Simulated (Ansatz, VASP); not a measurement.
# SnSe2: VASP beside Ansatz

One calculation is typed for both programs; each brings its own data sets and cutoff. How far apart do they land? The structure shown is the end of the VASP relaxation below. Other levels of theory on this material are compared in a session of their own.

Method: plane waves, with VASP 6.6.1 beside it; single point at r2SCAN, in Ansatz 0.2.0.

### 1. The starting structure

Symmetry: P-3m1, No. 164, trigonal system. The conventional cell has a = 3.841 Å, b = 3.841 Å, c = 6.425 Å, α = 90.00°, β = 90.00°, γ = 120.00°. Sn has 6 Se at 2.72 Å nearest. Nearest to Se lie 3 Sn at 2.72 Å. Farther neighbours and most contacts between anions are not listed.

As a file:

```
Sn Se
1.0
     3.84067    0.00000    0.00000
    -1.92034    3.32612    0.00000
     0.00000    0.00000    6.42495
Sn Se
1 2
Direct
  0.00000 0.00000 0.00000
  0.66667 0.33333 0.75516
  0.33333 0.66667 0.24484
```

### 2. VASP: relaxation, r2SCAN

This run makes the geometry at which the two programs are then compared.

Lines of VASP's logs that name or quote its potential files are left out, and so is its time.

Contents of INCAR:

```
SYSTEM = SnSe2
PREC = Accurate
ENCUT = 500
EDIFF = 1E-06
NELM = 100
ISMEAR = 0
SIGMA = 0.03
LREAL = .FALSE.
ALGO = Normal
METAGGA = R2SCAN
LASPH = .TRUE.
NBANDS = 19
LORBIT = 11
LWAVE = .FALSE.
LCHARG = .FALSE.
KPAR = 4
IBRION = 2
NSW = 30
ISIF = 4
EDIFFG = -0.01
```

Contents of POSCAR:

```
SnSe2
1.0
    3.8253472270      0.0000000000      0.0000000000
   -1.9126736136      3.3128478769      0.0000000000
    0.0000000000      0.0000000000      6.4765334562
Sn Se
1 2
Direct
    0.0000000000      0.0000000000      0.0000000000
    0.6666666667      0.3333333333      0.7583568623
    0.3333333333      0.6666666667      0.2416431377
```

Contents of KPOINTS:

```
Automatic mesh
0
Gamma
6 6 4
0 0 0
```

PAW data sets: Sn_d and Se (PBE family, release 64).

Run with:

```
> mpirun -np 4 vasp_std
```

Numbers of over 12 decimals in the logs are rounded to 6 here.

Log:

```text
[banner, memory and clock lines left out]
running    4 mpi-ranks, on    1 nodes
 distrk:  each k-point on    1 cores,    4 groups
 distr:  one band on    1 cores,    1 groups

 POSCAR found type information on POSCAR SnSe
 POSCAR found :  2 types and       3 ions
|                                                                             |
|               ----> ADVICE to this user running VASP <----                  |
|                                                                             |
|     You enforced a specific xc type in the INCAR file but a different       |
|     [... a line on the potential file left out ...]
|     I HOPE YOU KNOW WHAT YOU ARE DOING!                                     |
|                                                                             |

 LDA part: xc-table for (None), standard interpolation
 POSCAR, INCAR and KPOINTS ok, starting setup
 FFT: planning ... GRIDC
 FFT: planning ... GRID_SOFT
 FFT: planning ... GRID
 WAVECAR not read
 entering main loop
       N       E                     dE             d eps       ncg     rms          rms(c)
DAV:   1     0.153260646945E+03    0.15326E+03   -0.12291E+04   937   0.154E+03
DAV:   2    -0.370016597835E+02   -0.19026E+03   -0.18380E+03   963   0.378E+02
DAV:   3    -0.584067728456E+02   -0.21405E+02   -0.20985E+02  1165   0.117E+02
DAV:   4    -0.590530546406E+02   -0.64628E+00   -0.64526E+00  1059   0.214E+01
DAV:   5    -0.590707161436E+02   -0.17662E-01   -0.17660E-01  1274   0.362E+00    0.582E+00
DAV:   6    -0.546121554164E+02    0.44586E+01   -0.15628E+00  1112   0.185E+01    0.402E+00
DAV:   7    -0.546190095597E+02   -0.68541E-02   -0.21531E-01  1050   0.271E+00    0.134E+00
DAV:   8    -0.546249477279E+02   -0.59382E-02   -0.12086E-02  1031   0.110E+00    0.305E-01
DAV:   9    -0.546260245471E+02   -0.10768E-02   -0.20488E-03  1037   0.335E-01    0.887E-02
DAV:  10    -0.546261079295E+02   -0.83382E-04   -0.22456E-04  1114   0.154E-01    0.417E-02
DAV:  11    -0.546261455527E+02   -0.37623E-04   -0.58255E-05   981   0.630E-02    0.113E-02
DAV:  12    -0.546261483123E+02   -0.27596E-05   -0.65029E-06  1093   0.209E-02    0.378E-03
DAV:  13    -0.546261487231E+02   -0.41073E-06   -0.73038E-07   603   0.597E-03
   1 F= -.54626149E+02 E0= -.54626149E+02  d E =-.546261E+02
[...]
2 F= -.54627605E+02 E0= -.54627605E+02  d E =-.145644E-02
[...]
3 F= -.54628222E+02 E0= -.54628222E+02  d E =-.207322E-02
[...]
4 F= -.54628968E+02 E0= -.54628968E+02  d E =-.746495E-03
[...]
5 F= -.54629095E+02 E0= -.54629095E+02  d E =-.872887E-03
[...]
6 F= -.54629100E+02 E0= -.54629100E+02  d E =-.877861E-03
 curvature:  -1.69 expect dE=-0.511E-04 dE for cont linesearch -0.962E-08
 trial: gam=-0.08810 g(F)=  0.224E-04 g(S)=  0.782E-05 ort = 0.280E-05 (trialstep = 0.144E+01)
 search vector abs. value=  0.404E-04
 bond charge predicted
       N       E                     dE             d eps       ncg     rms          rms(c)
DAV:   1    -0.546290995498E+02    0.27000E-06   -0.35979E-03   924   0.259E-01    0.170E-02
DAV:   2    -0.546291236057E+02   -0.24056E-04   -0.15377E-04  1039   0.649E-02    0.576E-03
DAV:   3    -0.546291237919E+02   -0.18628E-06   -0.14898E-06   958   0.974E-03
   7 F= -.54629124E+02 E0= -.54629124E+02  d E =-.239887E-04
 trial-energy change:   -0.000024  1 .order   -0.000021   -0.000043    0.000001
 step:   1.4210(harm=  1.4210)  dis= 0.00140  next Energy=   -54.629121 (dE=-0.213E-04)
 reached required accuracy - stopping structural energy minimisation
```

Parts of OUTCAR (step 2):

```text
ion  position               nearest neighbor table
   1  0.000  0.000  0.000-   2 2.71   3 2.71   2 2.71   3 2.71   2 2.71   3 2.71
   2  0.667  0.333  0.758-   1 2.71   1 2.71   1 2.71
   3  0.333  0.667  0.242-   1 2.71   1 2.71   1 2.71

  LATTYP: Found a hexagonal cell.
 ALAT       =     3.8253472270
 C/A-ratio  =     1.6930576682

 Subroutine GETGRP returns: Found 12 space group operations
 (whereof 12 operations were pure point group operations)

The static configuration has the point symmetry D_3d.

 Found     24 irreducible k-points:

   k-points           NKPTS =     24   k-points in BZ     NKDIM =     24   number of bands    NBANDS=     19

   dimension x,y,z NGX =    28 NGY =   28 NGZ =   48
   dimension x,y,z NGXF=    56 NGYF=   56 NGZF=   96

   ENCUT  =  500.0 eV  36.75 Ry    6.06 a.u.   6.97  6.97 11.81*2*pi/ulx,y,z

   NELECT =      26.0000    total number of electrons

 k-points in reciprocal lattice and weights: Automatic mesh
   0.00000000  0.00000000  0.00000000       0.007
   0.16666667  0.00000000  0.00000000       0.042
   0.33333333 -0.00000000  0.00000000       0.042
   0.50000000 -0.00000000  0.00000000       0.021
   0.16666667  0.16666667  0.00000000       0.042
   0.33333333  0.16666667  0.00000000       0.083
   0.33333333  0.33333333  0.00000000       0.014
   0.00000000  0.00000000  0.25000000       0.014
   0.16666667  0.00000000  0.25000000       0.042
[...]
0.33333333  0.16666667  0.50000000       0.083
   0.33333333  0.33333333  0.50000000       0.014

 average (electrostatic) potential at core
       1-109.0169       2 -58.4042       3 -58.4042

 E-fermi :   3.3352

 k-point     1 :       0.0000    0.0000    0.0000
  band No.  band energies     occupation
    ...
      9       2.6370      2.00000
     10       2.6370      2.00000
     11       2.9610      2.00000
     12       2.9610      2.00000
     13       2.9872      2.00000
     14       4.6567      0.00000
     15       6.7799      0.00000
     16       8.2455      0.00000
     17       8.2456      0.00000
     18      11.6796      0.00000
    ...

 k-point     2 :       0.1667    0.0000    0.0000
  band No.  band energies     occupation
    ...
      9       0.7422      2.00000
     10       1.8091      2.00000
     11       1.8773      2.00000
     12       3.0141      2.00000
     13       3.1638      2.00000
     14       5.7220      0.00000
     15       7.4175      0.00000
     16       8.5161      0.00000
     17       8.7290      0.00000
     18      11.0673      0.00000
    ...

 k-point     3 :       0.3333   -0.0000    0.0000
  band No.  band energies     occupation
    ...
      9      -0.7126      2.00000
     10       0.5291      2.00000
     11       1.0587      2.00000
     12       2.6796      2.00000
     13       3.0282      2.00000
     14       4.9434      0.00000
     15       7.6906      0.00000
     16       9.1337      0.00000
     17       9.5069      0.00000
     18      10.1914      0.00000
    ...

  Total        0.1192354      0.1192354      0.1199193     -0.0000000      0.0000000      0.0000000
  in kB        2.3275598      2.3275598      2.3409108     -0.0000000      0.0000000      0.0000000
  external PRESSURE =       2.3320101 kB  Pullay stress =       0.0000000 kB

  energy-cutoff  :      500.00
  volume of cell :       82.08
      direct lattice vectors                 reciprocal lattice vectors
     3.840672367 -0.000000000  0.000000000     0.260371077  0.150325311  0.000000000
    -1.920336184  3.326119837 -0.000000000     0.000000000  0.300650623  0.000000000
     0.000000000 -0.000000000  6.424950947    -0.000000000  0.000000000  0.155643212

 POSITION                                       TOTAL-FORCE (eV/Angst)
 -----------------------------------------------------------------------------------
     -1.92034      3.32612     -0.00000        -0.000000     -0.000000      0.000000
      1.92034      1.10871      4.85187        -0.000000      0.000000     -0.000231
     -0.00000      2.21741      1.57308         0.000000     -0.000000      0.000231
 -----------------------------------------------------------------------------------
    total drift:                               -0.000000      0.000000     -0.000000

  FREE ENERGIE OF THE ION-ELECTRON SYSTEM (eV)
  ---------------------------------------------------
  free  energy   TOTEN  =       -54.6291237919 eV

  energy  without entropy=      -54.6291237919  energy(sigma->0) =      -54.62912379

 reached required accuracy - stopping structural energy minimisation

 total charge
# of ion       s       p       d       tot
------------------------------------------
    1        1.017   1.041  10.102  12.161
    2        1.479   2.358   0.027   3.864
    3        1.479   2.358   0.027   3.864
--------------------------------------------------
tot          3.976   5.758  10.155  19.890

[... 3 further parts left out ...]
```

CONTCAR:

```
SnSe2
   1.00000000000000
     3.8406723668080245   -0.0000000000048659    0.0000000000000000
    -1.9203361835086270    3.3261198372946414   -0.0000000000000001
     0.0000000000000000   -0.0000000000000001    6.4249509472708368
  Sn              Se
     1     2
Direct
     0.0000000000000000    1.0000000000000000    0.0000000000000000
     0.6666666667000030    0.3333333332999970    0.7551613290735010
     0.3333333332999970    0.6666666667000030    0.2448386709264991
```

### 3. Ansatz: single point, r2SCAN, volume scaled by 0.985

Ansatz runs on its default PAW (the set named soft_2) files.

The same cell, functional, mesh and smearing now go to Ansatz, which takes its cutoff from its data sets.

Contents of input.yaml:

```yaml
crystal:
  lattice:
    - [3.84067237, 0.0, 0.0]
    - [-1.92033618, 3.32611984, 0.0]
    - [0.0, 0.0, 6.42495095]
  atoms:
    - { symbol: Sn, position: [0.0, 0.0, 0.0] }
    - { symbol: Se, position: [0.66666667, 0.33333333, 0.75516133] }
    - { symbol: Se, position: [0.33333333, 0.66666667, 0.24483867] }
hamiltonian:
  xc: r2scan
  pseudopotentials: { kind: paw }
kpoints:
  mp_grid: { grid: [6, 6, 4] }
scf:
  occupations: { method: gaussian, width: 0.03 }
  n_extra_bands: 4
output:
  forces: true
  stress: true
  eigenvalues: true
```

Run with:

```
> ansatz run input.yaml --threads 2 --pin off --max-ram 4608MiB --backend cpu --events-out ev --progress --plain --runs-dir out
```

Log:

```text
scf.n_extra_bands = 4 over 23 filled bands (N_el = 46.0): the run solves 27 bands
Engine: ansatz 0.2.0, aarch64-unknown-linux-gnu
Pseudopotentials: kind: paw
Pseudopotential: Sn, paw, valence charge 14, recommended cutoff 500 eV (meta_gga), Sn.paw.azcp
Pseudopotential: Se, paw, valence charge 16, recommended cutoff 500 eV (meta_gga), Se.paw.azcp
Functional definition: r2SCAN
  parameter k0 = 0.174
  parameter k1 = 0.065
  parameter a1 = 4.9479
  exchange = r2scan_x(k0 = k0, k1 = k1, a1 = a1)
  correlation = r2scan_c
Crystal: 3 atoms, lattice volume = 82.076 Å³
Basis set: ecut = 500 eV, 2057 PW (Γ), exchange–correlation on 120×120×192 points (64 copies of the dense FFT grid, shifted against one another)
Bands: 27, of which v1, the nominal top of the filled ones, is band 23 counted from 1 (22 counted from 0)
Symmetry: 12 space group operations
Space group: P-3m1 (ITA 164), of the structure as read, at distance tolerance 4.3e-5 Å
k-points: 24 of 144
Non-local potential: Sn, projectors of the file, l = 0: 2, l = 1: 2, l = 2: 2, l = 3: 2
Non-local potential: Se, projectors of the file, l = 0: 2, l = 1: 2, l = 2: 3, l = 3: 1
PAW form: soft (Blöchl's): semilocal exchange-correlation on the pseudo side does not see the compensation charge
PAW frozen core: Sn, regenerated for the run's functional (the file was generated under x = pbe(κ = 0.804, μ = 0.219515), c = pbe(β = 0.066725))
PAW frozen core: Se, regenerated for the run's functional (the file was generated under x = pbe(κ = 0.804, μ = 0.219515), c = pbe(β = 0.066725))
PAW one-centre angular grid: Sn, 590 points (default); XC on 249 of its mesh's 2787 points in the sphere
PAW one-centre angular grid: Se, 590 points (default); XC on 160 Gauss nodes
Initial density: superposition of atomic densities (neutral atoms: chi_scale 0, normalization atom), corrected by the library's trained network
Initial wavefunctions: pseudopotential atomic-orbital guess
Functional: x = r2scan, c = r2scan; τ floored in thin density (d = 2e-4 eV/Å³)
SCF iter   1: F=—  HF=-16996.151574 eV  |F-HF|=—  |Δ(HF+E_count)|=         —  Δρ=6.48e-3  dr2=6.04e-2  dr2_τ=6.84e-3  ethr=1.77e-3  ⟨swp⟩=6.3  Hψ=2833  notcnv=0
preconditioner: auto → Resta (q_TF=auto, 2.477 Å⁻¹)  ε∞=2.6  [insulator: Δε(μ)=1.087 eV  Ē_g=16.298 eV  σ=0.030 eV  W_gap=1.00  n_scr=22 (ndim 8)  ℏωp=20.9 eV  f_vac=0.115  D(μ)=0.00/eV (n_scr^D=0)  ε∞_Penn≈2.6]
SCF iter   2: F=—  HF=-16996.163173 eV  |F-HF|=—  |Δ(HF+E_count)|=   1.16e-2  Δρ=2.92e-3  dr2=5.29e-3  dr2_τ=2.34e-4  ethr=1.31e-4  ⟨swp⟩=3.2  Hψ=1288  notcnv=0
SCF iter   3: F=—  HF=-16996.163659 eV  |F-HF|=—  |Δ(HF+E_count)|=   4.87e-4  Δρ=1.13e-3  dr2=7.12e-4  dr2_τ=1.37e-5  ethr=1.15e-5  ⟨swp⟩=2.6  Hψ=1097  notcnv=0
SCF iter   4: F=—  HF=-16996.163757 eV  |F-HF|=—  |Δ(HF+E_count)|=   9.78e-5  Δρ=2.21e-4  dr2=2.45e-5  dr2_τ=1.03e-6  ethr=1.55e-6  ⟨swp⟩=2.3  Hψ=941  notcnv=0
SCF iter   5: F=—  HF=-16996.163764 eV  |F-HF|=—  |Δ(HF+E_count)|=   6.70e-6  Δρ=7.20e-5  dr2=2.72e-6  dr2_τ=5.99e-8  ethr=5.33e-8  ⟨swp⟩=2.0  Hψ=1198  notcnv=0
SCF iter   6: F=-16996.163766 eV  HF=-16996.163766 eV  |F-HF|=4.15e-9  |Δ(HF+E_count)|=   1.70e-6  Δρ=7.72e-6  dr2=6.66e-8  dr2_τ=8.16e-10  ethr=2.17e-10  ⟨swp⟩=3.8  Hψ=2707  notcnv=0
SCF 1 converged in 6 iterations: F = -16996.163766 eV  dr2 = 6.66e-8
  greatest PAW one-centre occupation: 1.000 electrons in one spin orbital (limit 2), on the Se atom at site 2 (counted from 0), in its partial waves of l = 2
SCF converged after 6 iterations
Free energy (F): -16996.163766 eV
Harris-Foulkes:  -16996.163766 eV  (|F-HF|=4.15e-9)
Internal energy: -16996.163766 eV  (E = F + TS)
E sigma→0 (E₀):  -16996.163766 eV
Fermi energy:    7.403436 eV
--- Per-component energies (eV) ---
  E_band       = -931.858843
  E_kinetic    = 424.188869
  E_local      = -6355.859277  (includes V_loc(G=0)·N_el)
  E_nonlocal   = -1221.998776
  E_hartree    = 3238.707413
  E_xc         = -569.365117
  E_vxc        = -313.484327  (∫ρ·V_xc dr)
  E_paw        = -8014.973694  (= ΣΔE_a)
  E_vpaw       = 41.151779  (= ΣTr[D̂ρ^β])
  E_aug_tail   = -0.000420  (compensation charges beyond the density's cutoff)
  E_vtau       = 16.737451  (kinetic-family band-sum trace: ∫τ·v_τ [+ j·A + Jᵃ·Aᵃ] dr)
  E_ewald      = -4494.068544
  E_core_change = -2.794221  (= ΣΔE_core)
  E_smearing   = -0.000000  (= −TS)
  E_closure    = 0.000000  (closes the sum)
  Σ components = -16996.163766   (vs F -16996.163766, Δ=0.00e0)
--- Forces (eV/Å), atoms counted from 1 ---
  atom   1  Sn    -0.00000000     0.00000000     0.00000000
  atom   2  Se    -0.00000000    -0.00000000     0.01330597
  atom   3  Se     0.00000000     0.00000000    -0.01330597
  max |Σ_I F_I| component: 5.20e-18 eV/Å
--- Stress (GPa, compression-positive) ---
        0.168913      -0.000000      -0.000000
       -0.000000       0.168913      -0.000000
       -0.000000      -0.000000       0.168136
  P = ⅓ Tr σ = 0.1687 GPa (1.687 kbar)
--- Band table (eV; the first three rows and the last of 24) ---
  k-point 0: bands = [... 19 lower, 6.3533, 6.6754, 6.6754, 6.6972, 8.3740, 10.4941, 11.9574, 11.9574]
  k-point 1: bands = [... 19 lower, 6.3152, 6.3152, 6.7329, 6.7329, 9.0966, 10.4785, 11.8607, 11.8607]
  k-point 2: bands = [... 19 lower, 6.2855, 6.2855, 6.7824, 6.7824, 9.5890, 10.4352, 11.7679, 11.7679]
  k-point 23: bands = [... 19 lower, 2.9510, 3.3860, 6.4535, 6.4535, 9.4657, 12.0847, 12.0847, 13.5507]
```

It took 4.6 s on 2 threads of Arm Neoverse V2, shared host; peak memory 0.56 GiB.

The run ends at a pressure of 0.17 GPa, with forces up to 0.013 eV/Å.

### 4. Side by side

Known differences besides the potentials themselves: VASP keeps PBE cores, Ansatz makes them for the functional; the data sets hold 46 valence electrons in Ansatz (default PAW (the set named soft_2) files) and 26 in VASP. Total energies have different zeros and are not compared.

Both answers:

```tsv
quantity	Ansatz	VASP	difference
pressure (GPa)	0.17	0.23	-0.06
gap on the k mesh (eV)	1.049	1.053	-0.004
```

At this near-relaxed geometry the largest component of a force difference is 14 meV/Å. A gap on the mesh is an upper bound, since the band edges may lie between its points.

### 5. Other set-ups

Further runs change the set-up of one program: Ansatz's method, potentials or start, or VASP's data sets, cutoff or form of LDA. The table gives Ansatz less VASP for each quantity, since a change that brings one quantity closer may part another.

```tsv
run	r.m.s. force difference (meV/Å)	pressure (GPa)	gap on the k mesh (eV)
as above	6.4	-0.065	-0.0036
Ansatz's all-electron LAPW method	6.7	-0.066	-0.0014
```

### 6. Results

```yaml
difference_in_gap_on_the_k_mesh_single_point_r2scan_volume_scaled_by_0p985: -0.0036 eV
r_m_s_force_difference_single_point_r2scan_volume_scaled_by_0p985: 6.4 meV/Å
```

In words: The r.m.s. force difference is 6.4 meV/Å (single point, r2SCAN, volume scaled by 0.985), within the 12 meV/Å picked in this series as the mark of a large difference. Single point, r2SCAN, volume scaled by 0.985, Ansatz's all-electron LAPW method: the difference in gap on the k mesh goes from -0.0036 to -0.0014 eV. 10 further runs of this series are not shown here. How closely two codes agree says nothing of how well the functional describes the real material.

[Lines on the potential files, build, host, timing and source positions are cut from VASP's logs without a mark.]

[Logs are printed without paths, hosts, clocks, repeated set-up lines and the standing remarks that a program may print on its own settings, such as how far it seeks lower states.]

[Hosts, paths, dates, database ids (printed as entryN), source tags and the programs' standing remarks are cut or masked in the printed files.]
